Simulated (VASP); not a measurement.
```xyz
3
Lattice="0.0000 2.2134 2.2134 2.2134 0.0000 2.2134 2.2134 2.2134 0.0000" Properties=species:S:1:pos:R:3 pbc="T T T"
Be     1.1067     1.1067     1.1067
Be     3.3201     3.3201     3.3201
C      0.0000     0.0000     0.0000
```

The base run (VASP): PBE GGA, plane waves, VASP's PBE PAW potentials (set 64). Run with 520 eV cut-off, 8×8×8 Γ-centred mesh, Gaussian smearing of 0.050 eV, potentials Be C.

One setting is varied; ΔE counts from the base run. The base run took about 3 core-seconds. The timings are rough (shared machines, no repeats); factors under 2 mean little.

| setting | cost over the base run | electronic steps | ΔE (meV/atom) |
|---|---|---|---|
| AMIX = 0.05, BMIX = 3.0, IMIX = 4 | within a factor of 2 | 13 | 0.0 |
| AMIX = 1.0, BMIX = 1.0, IMIX = 4 | within a factor of 2 | 12 | 0.0 |
| base run | reference | 12 | 0.0 |
| AMIX = 0.1, BMIX = 0.0001, IMIX = 1 | about 2 times | 43 | 0.0 |
| AMIX = 0.05, BMIX = 0.0001, IMIX = 1 | ___ | ___ | 0.0 |

**Question.** What belongs in the gaps?

**Answer.** 
- AMIX = 0.05, BMIX = 0.0001, IMIX = 1, cost over the base run: about 4 times
- AMIX = 0.05, BMIX = 0.0001, IMIX = 1, electronic steps: 77

Left out are runs that failed, have no time on record or changed the cell.

The compound is Be2C in the antifluorite structure. The cell was not relaxed at this level.
